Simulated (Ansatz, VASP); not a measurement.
**Cross-check of H89C3S3O52F9 between VASP and Ansatz**

One calculation is typed for both programs; each brings its own data sets. How far apart do they land? The cell is taken from a series of runs on this material, whose earlier steps may have relaxed, scaled, displaced or heated it; both programs get it as it stands.

Main program and level: Ansatz 0.2.0; plane waves, with VASP 6.6.1 beside it; single point at PBE with D3(BJ).

**1. The structure**

The cell holds 156 atoms: 52 O, 3 S, 3 C, 9 F and 89 H. Its edges and angles: a = 11.825 Å, b = 11.825 Å, c = 11.825 Å, α = 90.0°, β = 90.0°, γ = 90.0°.

**2. Ansatz: single point, PBE with D3(BJ)**

Ansatz runs on its default PAW (the set named soft_2) files.

A single point gives forces, pressure and levels at one fixed geometry, so differences don't come from the geometry; what else differs is listed under the comparison.

input.yaml

```yaml
crystal:
  lattice:
    - [11.82524, 0.0, 0.0]
    - [0.0, 11.82524, 0.0]
    - [0.0, 0.0, 11.82524]
  atoms:
    - { symbol: O, position: [0.78852, 0.29748, 0.51932] }
    - { symbol: S, position: [0.81838, 0.20393, 0.59664] }
    - { symbol: O, position: [0.80851, 0.2362, 0.71754] }
    - { symbol: O, position: [0.91919, 0.14101, 0.56745] }
    - { symbol: C, position: [0.697, 0.10402, 0.57671] }
    - { symbol: F, position: [0.59932, 0.15279, 0.60929] }
    - { symbol: F, position: [0.71323, 0.00986, 0.64119] }
    - { symbol: F, position: [0.68816, 0.07212, 0.46897] }
    - { symbol: O, position: [0.28422, 0.53417, 0.51563] }
    - { symbol: S, position: [0.22985, 0.43452, 0.56601] }
    - { symbol: O, position: [0.10633, 0.43269, 0.55881] }
    - { symbol: O, position: [0.27434, 0.40737, 0.68011] }
    - { symbol: C, position: [0.2766, 0.31117, 0.47766] }
    - { symbol: F, position: [0.2322, 0.21576, 0.51942] }
    - { symbol: F, position: [0.38995, 0.30336, 0.47926] }
    - { symbol: F, position: [0.24167, 0.32553, 0.37071] }
    - { symbol: O, position: [0.52395, 0.73716, 0.25656] }
    - { symbol: S, position: [0.43838, 0.81303, 0.20735] }
    - { symbol: O, position: [0.33616, 0.82873, 0.27484] }
    - { symbol: O, position: [0.41698, 0.7905, 0.08609] }
    - { symbol: C, position: [0.50771, 0.95706, 0.20658] }
    - { symbol: F, position: [0.49947, 0.00505, 0.30879] }
    - { symbol: F, position: [0.4567, 0.02421, 0.13018] }
    - { symbol: F, position: [0.61787, 0.9479, 0.17907] }
    - { symbol: O, position: [0.13456, 0.66709, 0.37828] }
    - { symbol: H, position: [0.18524, 0.62658, 0.42977] }
    - { symbol: H, position: [0.02384, 0.65855, 0.40602] }
    - { symbol: H, position: [0.15155, 0.63569, 0.29965] }
    - { symbol: O, position: [0.96496, 0.12763, 0.25008] }
    - { symbol: H, position: [0.95499, 0.04147, 0.23212] }
[... 120 atom lines left out ...]
    - { symbol: O, position: [0.7587, 0.12583, 0.0298] }
    - { symbol: H, position: [0.83012, 0.12761, 0.98723] }
    - { symbol: H, position: [0.7066, 0.08447, 0.9776] }
    - { symbol: O, position: [0.78856, 0.60209, 0.27688] }
    - { symbol: H, position: [0.81433, 0.61741, 0.1991] }
    - { symbol: H, position: [0.75791, 0.52424, 0.2705] }
kpoints:
  mp_grid: { grid: [1, 1, 1] }
hamiltonian:
  xc: pbe
  dispersion: d3bj
scf:
  occupations: { method: fixed }
output:
  forces: true
  stress: true
  populations: intrinsic
  dos:
    method: { smearing: { sigma: 0.08 } }
    de: 0.1
    projected: { site_lists: { C: [C], F: [F], H: [H], O: [O], S: [S] } }
  eigenvalues: true
  write_density: true
  write_potential: true
  volumetric_format: npy
```

Launch:

```bash
$ ansatz run input.yaml --threads 4 --pin off --max-ram 8192MiB --backend cpu --events-out ev --progress --plain --runs-dir out
```

Numbers of over 12 decimals in the logs are rounded to 6 here.

Output:

```text
Engine: ansatz 0.2.0, x86_64-unknown-linux-gnu
Pseudopotentials: kind: paw
Pseudopotential: O, paw, valence charge 6, recommended cutoff 420 eV (normal), O.paw.azcp
Pseudopotential: S, paw, valence charge 6, recommended cutoff 420 eV (normal), S.paw.azcp
Pseudopotential: C, paw, valence charge 4, recommended cutoff 420 eV (normal), C.paw.azcp
Pseudopotential: F, paw, valence charge 7, recommended cutoff 420 eV (normal), F.paw.azcp
Pseudopotential: H, paw, valence charge 1, recommended cutoff 420 eV (normal), H.paw.azcp
Functional definition: PBE
  parameter kappa = 0.804
  parameter beta = 0.066725
  exchange = pbe_x(kappa = kappa, mu = beta*pi^2/3)
  correlation = pbe_c(beta = beta)
Crystal: 156 atoms, lattice volume = 1653.598 Å³
Basis set: ecut = 420 eV, 32423 PW (Γ), exchange–correlation on 160×160×160 points (8 copies of the dense FFT grid, shifted against one another)
Bands: 403, of which v1, the nominal top of the filled ones, is band 247 counted from 1 (246 counted from 0)
Symmetry: 1 space group operations
Space group: P1 (ITA 1), of the structure as read, at distance tolerance 1.2e-4 Å
k-points: 1
Non-local potential: O, projectors of the file, l = 0: 2, l = 1: 2, l = 2: 1
Non-local potential: S, projectors of the file, l = 0: 2, l = 1: 2, l = 2: 2
Non-local potential: C, projectors of the file, l = 0: 2, l = 1: 2, l = 2: 1
Non-local potential: F, projectors of the file, l = 0: 2, l = 1: 2, l = 2: 1
Non-local potential: H, projectors of the file, l = 0: 2, l = 1: 1
PAW form: soft (Blöchl's): semilocal exchange-correlation on the pseudo side does not see the compensation charge
PAW one-centre angular grid: O, 110 points (default); XC on 64 Gauss nodes
PAW one-centre angular grid: S, 110 points (default); XC on 64 Gauss nodes
PAW one-centre angular grid: C, 110 points (default); XC on 64 Gauss nodes
PAW one-centre angular grid: F, 110 points (default); XC on 64 Gauss nodes
PAW one-centre angular grid: H, 110 points (default); XC on 64 Gauss nodes
Initial density: superposition of atomic densities (neutral atoms: chi_scale 0, normalization atom), corrected by the library's trained network
Initial wavefunctions: pseudopotential atomic-orbital guess
Functional: x = pbe(κ = 0.804, μ = 0.219515), c = pbe(β = 0.066725)
SCF iter   1: F=—  HF=-41673.756145 eV  |F-HF|=—  |Δ(HF+E_count)|=         —  Δρ=3.51e-3  dr2=3.14e-1  ethr=1.77e-3  ⟨swp⟩=4.0  Hψ=1515  notcnv=0  defer=153
preconditioner: auto → Resta (q_TF=auto, 2.231 Å⁻¹)  ε∞=2.2  [insulator: Δε(μ)=5.230 eV  Ē_g=18.238 eV  n_scr=304 (ndim 8)  ℏωp=20.2 eV  f_vac=0.309  ε∞_Penn≈2.2]
SCF iter   2: F=—  HF=-41673.601420 eV  |F-HF|=—  |Δ(HF+E_count)|=   1.55e-1  Δρ=1.74e-3  dr2=6.53e-2  ethr=6.35e-5  ⟨swp⟩=2.0  Hψ=646  notcnv=0  defer=154
SCF iter   3: F=—  HF=-41673.573333 eV  |F-HF|=—  |Δ(HF+E_count)|=   2.81e-2  Δρ=8.99e-4  dr2=1.86e-2  ethr=1.32e-5  ⟨swp⟩=3.0  Hψ=504  notcnv=0  defer=154
SCF iter   4: F=—  HF=-41673.567300 eV  |F-HF|=—  |Δ(HF+E_count)|=   6.03e-3  Δρ=3.19e-4  dr2=2.24e-3  ethr=3.77e-6  ⟨swp⟩=2.0  Hψ=499  notcnv=0  defer=154
SCF iter   5: F=—  HF=-41673.566801 eV  |F-HF|=—  |Δ(HF+E_count)|=   4.99e-4  Δρ=1.80e-4  dr2=5.08e-4  ethr=4.53e-7  ⟨swp⟩=2.0  Hψ=708  notcnv=0  defer=153
SCF iter   6: F=—  HF=-41673.566698 eV  |F-HF|=—  |Δ(HF+E_count)|=   1.04e-4  Δρ=7.28e-5  dr2=8.13e-5  ethr=1.03e-7  ⟨swp⟩=3.0  Hψ=504  notcnv=0  defer=150
SCF iter   7: F=—  HF=-41673.566373 eV  |F-HF|=—  |Δ(HF+E_count)|=   3.24e-4  Δρ=2.39e-5  dr2=8.28e-6  ethr=1.65e-8  ⟨swp⟩=3.0  Hψ=494  notcnv=0  defer=149
SCF iter   8: F=—  HF=-41673.566373 eV  |F-HF|=—  |Δ(HF+E_count)|=   6.12e-7  Δρ=1.02e-5  dr2=1.72e-6  ethr=1.68e-9  ⟨swp⟩=3.0  Hψ=494  notcnv=0  defer=150
SCF iter   9: F=—  HF=-41673.566372 eV  |F-HF|=—  |Δ(HF+E_count)|=   2.51e-7  Δρ=2.61e-6  dr2=1.38e-7  ethr=3.47e-10  ⟨swp⟩=2.0  Hψ=493  notcnv=0  defer=151
SCF iter  10: F=-41673.566372 eV  HF=-41673.566372 eV  |F-HF|=3.38e-8  |Δ(HF+E_count)|=   3.07e-8  Δρ=1.72e-6  dr2=4.53e-8  ethr=2.02e-11  ⟨swp⟩=23.0  Hψ=3984  notcnv=0
SCF 1 converged in 10 iterations: F = -41673.566372 eV  dr2 = 4.53e-8
  greatest PAW one-centre occupation: 0.935 electrons in one spin orbital (limit 2), on the F atom at site 7 (counted from 0), in its partial waves of l = 0
[...]
atom 139  O     -0.00801312     0.00635521    -0.00559357
  atom 140  H     -0.00477137     0.00375502    -0.00126390
  atom 141  H      0.00886123    -0.00754068     0.00661411
  atom 142  O      0.00318463     0.00157656     0.01032697
  atom 143  H     -0.00469174     0.00093138    -0.00595154
  atom 144  H     -0.00632536     0.00572040    -0.00237873
  atom 145  O      0.00033977    -0.01574776     0.02264479
  atom 146  H      0.00717752     0.01011661    -0.02040918
  atom 147  H     -0.00148541     0.00745224    -0.00904529
  atom 148  O     -0.00095967     0.00175756    -0.00230913
  atom 149  H      0.00117959    -0.00189758     0.00108364
  atom 150  H      0.00043348    -0.00142323     0.00235440
  atom 151  O     -0.00002073    -0.00091933     0.00308983
  atom 152  H      0.00429682    -0.00021432    -0.00324622
  atom 153  H     -0.00412009    -0.00129808    -0.00138756
  atom 154  O     -0.00737913    -0.06215461     0.04310281
  atom 155  H      0.00660581     0.03797695    -0.02749206
  atom 156  H      0.00142234     0.02537969     0.01055564
  max |Σ_I F_I| component: 6.34e-5 eV/Å
--- Stress (GPa, compression-positive) ---
        0.018306       0.058501      -0.313152
        0.058501       0.071735      -0.107734
       -0.313152      -0.107734       0.016774
  P = ⅓ Tr σ = 0.0356 GPa (0.356 kbar)
--- Band table (eV) ---
  k-point 0: bands = [... 243 lower, -2.2736, -2.2465, -2.1953, -2.0793, 3.1196, 4.2137, 4.3639, 4.4006, ... 152 higher]
--- intrinsic populations: 156 sites ---
  site symbol       q [e]
     0      O      6.8928
     1      S      3.7841
     2      O      6.9015
     3      O      6.8901
     4      C      3.4292
     5      F      7.2641
     6      F      7.2701
     7      F      7.2409
     8      O      6.8779
     9      S      3.8034
    10      O      6.8745
    11      O      6.8861
    12      C      3.3971
    13      F      7.2511
    14      F      7.2596
    15      F      7.2570
    16      O      6.8937
    17      S      3.8025
    18      O      6.8760
    19      O      6.8896
    20      C      3.4167
    21      F      7.2512
    22      F      7.2644
    23      F      7.2632
[...]
148      H      0.6277
   149      H      0.6231
   150      O      6.7454
   151      H      0.6253
   152      H      0.6265
   153      O      6.7608
   154      H      0.6271
   155      H      0.6239
  spilling = 0.000000 (of n_electrons = 494.000000)
```

In the SCF lines HF is the Harris–Foulkes energy and dr2 the Hartree energy of the density residual, in eV; the loop may stop once dr2 is under the threshold and the program's other checks hold. Hψ counts applications of the Hamiltonian.

**3. VASP: single point, PBE with D3(BJ)**

The same cell, functional and mesh now go to VASP, with its own data sets.

Lines of VASP's logs that name or quote its potential files are left out, and so is its time.

INCAR

```
SYSTEM = H89C3S3O52F9
PREC = Accurate
ENCUT = 600
EDIFF = 1E-06
NELM = 120
ISMEAR = 0
SIGMA = 0.01
LREAL = Auto
ALGO = Normal
GGA = PE
IVDW = 12
NBANDS = 356
LORBIT = 11
LWAVE = .FALSE.
LCHARG = .FALSE.
ISIF = 2
LASPH = .TRUE.
GGA_COMPAT = .FALSE.
EFERMI = MIDGAP
```

POSCAR

```
H89C3S3O52F9
1.0
   11.8252400000      0.0000000000      0.0000000000
    0.0000000000     11.8252400000      0.0000000000
    0.0000000000      0.0000000000     11.8252400000
O S C F H
52 3 3 9 89
Direct
    0.7885200000      0.2974800000      0.5193200000
    0.8085100000      0.2362000000      0.7175400000
    0.9191900000      0.1410100000      0.5674500000
    0.2842200000      0.5341700000      0.5156300000
    0.1063300000      0.4326900000      0.5588100000
    0.2743400000      0.4073700000      0.6801100000
    0.5239500000      0.7371600000      0.2565600000
    0.3361600000      0.8287300000      0.2748400000
    0.4169800000      0.7905000000      0.0860900000
    0.1345600000      0.6670900000      0.3782800000
    0.9649600000      0.1276300000      0.2500800000
    0.7064800000      0.6615400000      0.5922300000
    0.1396000000      0.8879600000      0.1400000000
    0.2761900000      0.2202700000      0.8268600000
    0.4372700000      0.8787900000      0.5164800000
    0.7607400000      0.1777700000      0.2585100000
    0.1686000000      0.5816600000      0.1793400000
    0.8648500000      0.9175900000      0.8481000000
    0.0200700000      0.7756200000      0.7569900000
    0.6418600000      0.8104600000      0.4491500000
    0.5109700000      0.4036500000      0.7299300000
    0.3609300000      0.4508300000      0.1544400000
    0.6826000000      0.3946700000      0.2436800000
    0.8751700000      0.8702700000      0.4342500000
    0.6013100000      0.8253800000      0.9428200000
    0.5017500000      0.2266600000      0.8676400000
    0.0639800000      0.9116500000      0.5860500000
    0.6253100000      0.4653600000      0.5296000000
    0.6208400000      0.0393800000      0.8726900000
    0.3738500000      0.7041200000      0.6622900000
[... 120 atom lines left out ...]
    0.2382100000      0.2951700000      0.9416500000
    0.1686900000      0.4032600000      0.9795000000
    0.8301200000      0.1276100000      0.9872300000
    0.7066000000      0.0844700000      0.9776000000
    0.8143300000      0.6174100000      0.1991000000
    0.7579100000      0.5242400000      0.2705000000
```

KPOINTS

```
Automatic mesh
0
Gamma
1 1 1
0 0 0
```

PAW data sets: O, S, C, F and H (PBE family, release 64).

Launch:

```bash
$ export OMP_NUM_THREADS=3
$ mpirun -np 1 vasp_gam
```

Output:

```text
[banner, memory and clock lines left out]
running    1 mpi-ranks, on    1 nodes
[...]
Offloading initialized ...    1 GPUs detected
[...]
LDA part: xc-table for (Slater+PW92), standard interpolation
 POSCAR, INCAR and KPOINTS ok, starting setup
[...]
entering main loop
       N       E                     dE             d eps       ncg     rms          rms(c)
DAV:   1     0.455144187836E+04    0.45514E+04   -0.30191E+05   744   0.147E+03
DAV:   2    -0.394037934460E+03   -0.49455E+04   -0.47308E+04   868   0.346E+02
DAV:   3    -0.847681905932E+03   -0.45364E+03   -0.45054E+03   864   0.109E+02
DAV:   4    -0.855785878219E+03   -0.81040E+01   -0.80688E+01   888   0.158E+01
[...]
DAV:  18    -0.783230515214E+03    0.37191E-05   -0.87658E-06   816   0.696E-03    0.337E-03
DAV:  19    -0.783230514017E+03    0.11969E-05   -0.13485E-06   632   0.458E-03    0.293E-03
DAV:  20    -0.783230513512E+03    0.50455E-06   -0.18243E-06   664   0.431E-03
   1 F= -.78942964E+03 E0= -.78942964E+03  d E =0.000000E+00
```

Parts of OUTCAR (step 3):

```text
  FREE ENERGIE OF THE ION-ELECTRON SYSTEM (eV)
  ---------------------------------------------------
  free  energy   TOTEN  =      -789.4296439929 eV

  energy  without entropy=     -789.4296439929  energy(sigma->0) =     -789.42964399
```

The run ends at a pressure of -0.09 GPa, with forces up to 0.43 eV/Å.

**4. Comparison**

Known differences besides the potentials themselves: fixed occupations in Ansatz, narrow Gaussian smearing in VASP; the cutoff is 420 eV in Ansatz and 600 eV in VASP (PREC = Accurate, projectors in real space). Total energies have different zeros and are not compared.

The two programs side by side:

```
              quantity  Ansatz   VASP  difference
        pressure (GPa)    0.04  -0.09       +0.13
gap on the k mesh (eV)   5.199  5.211      -0.012
```

Forces on 7 of the 156 atoms, those with the largest forces and the largest differences (eV/Å; atoms numbered as in POSCAR):

```
atom          Ansatz x, y, z            VASP x, y, z
 F61     0.002, 0.006, 0.024  -0.025, -0.110, -0.387
 F62    -0.002, 0.001, 0.000   -0.169, -0.350, 0.163
 F63  -0.005, -0.001, -0.001    0.406, -0.020, 0.012
 F64   -0.006, 0.005, -0.009   -0.137, 0.068, -0.394
 F65     0.001, 0.003, 0.006    -0.037, 0.171, 0.388
 F66    0.000, -0.002, 0.003   -0.187, 0.228, -0.272
 F67   -0.001, 0.002, -0.003   0.386, -0.041, -0.099
```

The forces differ by 87 meV/Å r.m.s., where the r.m.s. force is 0.009 eV/Å in Ansatz and 0.085 eV/Å in VASP: the atoms lie near their places of rest in Ansatz, so a percentage would say little (all taken over all components). A gap on the mesh is an upper bound, since the band edges may lie between its points.

**5. Summary of results**

```json
{
  "r.m.s. force difference (single point, PBE with D3(BJ))": "87 meV/Å"
}
```

What this shows: The r.m.s. force difference is 87 meV/Å (single point, PBE with D3(BJ)), beyond the 12 meV/Å picked in this series as the mark of a large difference. What causes the difference of the single point, PBE with D3(BJ) pair stays open here. How closely two codes agree says nothing of how well the functional describes the real material.

[Lines on the potential files, build, host, timing and source positions are cut from VASP's logs without a mark.]

[Logs are printed without paths, hosts, clocks, repeated set-up lines and the standing remarks that a program may print on its own settings, such as how far it seeks lower states.]

[Hosts, paths, dates, database ids (printed as entryN), source tags and the programs' standing remarks are cut or masked in the printed files.]
